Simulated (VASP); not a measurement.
Input:

```
CdI2
1.0
    2.11072    -3.65587     0.00000
    2.11072     3.65587     0.00000
    0.00000     0.00000     6.85359
Cd I
1 2
Cartesian
  2.11072  -3.65587   0.00000
  2.11072   1.21863   1.70376
  2.11072  -1.21863   5.14983
```

Calculation: PBEsol GGA, VASP's PBE PAW potentials (set 64) (plane waves; VASP). Settings: 400 eV cut-off, 7×7×4 Γ-centred mesh, tetrahedra with Blöchl corrections, potentials Cd I.

Without a dispersion term in the relaxation, distances and binding between the weakly bound layers, chains or molecules are unreliable, and so is what depends on them.

Task: What does the run give for the energy per atom (σ→0)?

Result: 
| Property | Value |
|---|---|
| energy per atom (σ→0) | -2.125 eV/atom |

The compound is CdI2 in the 1T layered structure. It was relaxed first.
